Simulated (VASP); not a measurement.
Output of a VASP run:

OSZICAR:
```
       N       E                     dE             d eps       ncg     rms          rms(c)
DAV:   1     0.271070923365E+03    0.27107E+03   -0.17882E+04  7016   0.248E+03
DAV:   2     0.737212630543E+00   -0.27033E+03   -0.25370E+03  6968   0.442E+02
DAV:   3    -0.301395796033E+02   -0.30877E+02   -0.29204E+02  7800   0.168E+02
DAV:   4    -0.311673551748E+02   -0.10278E+01   -0.10204E+01  7596   0.321E+01
DAV:   5    -0.311962577614E+02   -0.28903E-01   -0.28889E-01  8260   0.511E+00    0.220E+01
DAV:   6    -0.285705738323E+02    0.26257E+01   -0.37094E+01 10200   0.107E+02    0.208E+01
DAV:   7    -0.270073041223E+02    0.15633E+01   -0.72186E+00  8936   0.787E+01    0.986E+00
DAV:   8    -0.271025430146E+02   -0.95239E-01   -0.18993E+00  7660   0.122E+01    0.596E+00
DAV:   9    -0.270286290713E+02    0.73914E-01   -0.11274E-01 11184   0.946E+00    0.117E+00
DAV:  10    -0.270358138297E+02   -0.71848E-02   -0.52184E-02  8976   0.302E+00    0.620E-01
DAV:  11    -0.270362092814E+02   -0.39545E-03   -0.61658E-03  9000   0.238E+00    0.150E-01
DAV:  12    -0.270363913993E+02   -0.18212E-03   -0.16792E-03  8772   0.435E-01    0.856E-02
DAV:  13    -0.270363644382E+02    0.26961E-04   -0.17900E-04 11364   0.212E-01    0.231E-02
DAV:  14    -0.270363678453E+02   -0.34071E-05   -0.26987E-05  8864   0.839E-02    0.205E-02
DAV:  15    -0.270363663493E+02    0.14960E-05   -0.56525E-06  7612   0.509E-02    0.389E-03
DAV:  16    -0.270363665361E+02   -0.18683E-06   -0.19851E-06  4656   0.141E-02
   1 F= -.27036367E+02 E0= -.27036367E+02  d E =-.270364E+02  mag=     0.0000
       N       E                     dE             d eps       ncg     rms          rms(c)
DAV:   1    -0.270399847003E+02   -0.36184E-02   -0.82287E-02  8596   0.385E+00    0.455E-01
DAV:   2    -0.270371226872E+02    0.28620E-02   -0.12689E-02  8508   0.218E+00    0.276E-01
DAV:   3    -0.270367396968E+02    0.38299E-03   -0.15121E-03 10248   0.952E-01    0.165E-01
DAV:   4    -0.270366265904E+02    0.11311E-03   -0.28142E-04  9252   0.314E-01    0.545E-02
DAV:   5    -0.270365970686E+02    0.29522E-04   -0.79710E-05 10936   0.150E-01    0.305E-02
DAV:   6    -0.270365888720E+02    0.81965E-05   -0.23113E-05  8544   0.827E-02    0.872E-03
DAV:   7    -0.270365884129E+02    0.45913E-06   -0.48807E-06  6780   0.206E-02
   2 F= -.27036588E+02 E0= -.27036588E+02  d E =-.221877E-03  mag=    -0.0000
```

File OUTCAR:
```
------------------------ aborting loop because EDIFF is reached ----------------------------------------
  FORCE on cell =-STRESS in cart. coord.  units (eV):
  Direction    XX          YY          ZZ          XY          YZ          ZX
  --------------------------------------------------------------------------------------
  Total        0.0788015      0.0788015      0.0788015     -0.0469399     -0.0469399     -0.0469399
  in kB        3.7816088      3.7816088      3.7816088     -2.2525979     -2.2525979     -2.2525979
  external PRESSURE =       3.7816088 kB  Pullay stress =       0.0000000 kB
  volume of cell :       33.39
      direct lattice vectors                 reciprocal lattice vectors
     4.047665077  2.014526966  2.014526966     0.369171218 -0.122679283 -0.122679283
     2.014526966  4.047665077  2.014526966    -0.122679283  0.369171218 -0.122679283
     2.014526966  2.014526966  4.047665077    -0.122679283 -0.122679283  0.369171218
 POSITION                                       TOTAL-FORCE (eV/Angst)
 -----------------------------------------------------------------------------------
      6.06219      4.02905      6.06219        -0.000000      0.000000      0.000000
      4.03836      4.03836      4.03836        -0.000000      0.000000     -0.000000
      2.01918      2.01918      2.01918         0.000000     -0.000000      0.000000
      6.05754      6.05754      6.05754         0.000000     -0.000000     -0.000000
 -----------------------------------------------------------------------------------
    total drift:                                0.000000     -0.000000     -0.000000
  FREE ENERGIE OF THE ION-ELECTRON SYSTEM (eV)
  ---------------------------------------------------
  free  energy   TOTEN  =       -27.0365884129 eV

  energy  without entropy=      -27.0365884128  energy(sigma->0) =      -27.03658841

 total charge

# of ion       s       p       d       tot
------------------------------------------
    1        0.363   0.478   8.382   9.224
    2        0.363   0.478   8.382   9.224
    3        1.550   3.416   0.000   4.966
    4        1.550   3.416   0.000   4.966
--------------------------------------------------
tot          3.827   7.788  16.764  28.379

 magnetization (x)

# of ion       s       p       d       tot
------------------------------------------
    1       -0.011  -0.014   1.103   1.078
    2        0.011   0.014  -1.103  -1.078
    3        0.000   0.000   0.000   0.000
    4        0.000   0.000   0.000   0.000
--------------------------------------------------
tot          0.000   0.000   0.000   0.000

 reached required accuracy - stopping structural energy minimisation
```
(Selected blocks of OUTCAR.)

**POSCAR**
```
NiO
1
    4.0549917193     2.0211944619     2.0211944619
    2.0211944619     4.0549917193     2.0211944619
    2.0211944619     2.0211944619     4.0549917193
Ni O
2 2
Direct
  0.0000000000   1.0000000000   1.0000000000
  0.5000000000   0.5000000000   0.5000000000
  0.2500000000   0.2500000000   0.2500000000
  0.7500000000   0.7500000000   0.7500000000
```

Q: Reconstruct the remaining input files.

A: One answer among several that fit: the input of the run itself, LDA (Ceperley-Alder, Perdew-Zunger), plane waves, VASP's LDA PAW potentials (set 64).

### KPOINTS
```
Automatic mesh
0
G
 9 9 9
0 0 0
```

**INCAR**
```
! general
SYSTEM   =  NiO
PREC     =  Accurate
ENCUT    =  620   ! plane-wave cut-off (eV)
LREAL    =  .FALSE.   ! projection in real space or not
LASPH    =  .TRUE.

! electronic loop
EDIFF    =  1E-6   ! SCF stop (eV)
NELM     =  100   ! most electronic steps
ALGO     =  Normal   ! blocked Davidson
LMAXMIX  =  4

! smearing
ISMEAR   =  0
SIGMA    =  0.05   ! width (eV)

! spin
ISPIN    =  2
MAGMOM   =  1.1 -1.1 2*0.0

! ions
IBRION   =  2
NSW      =  40   ! most ionic steps
ISIF     =  3   ! ions, shape and volume
EDIFFG   =  -0.02

! output
LWAVE    =  .FALSE.
LCHARG   =  .FALSE.
LORBIT   =  10
```

POTCAR, in this order: Ni O (LDA.64 set). Program: vasp_std.

The compound is NiO in the rock salt, AFM-II order structure. This run relaxes it. Symmetry was kept, so distortions that lower it aren't found.
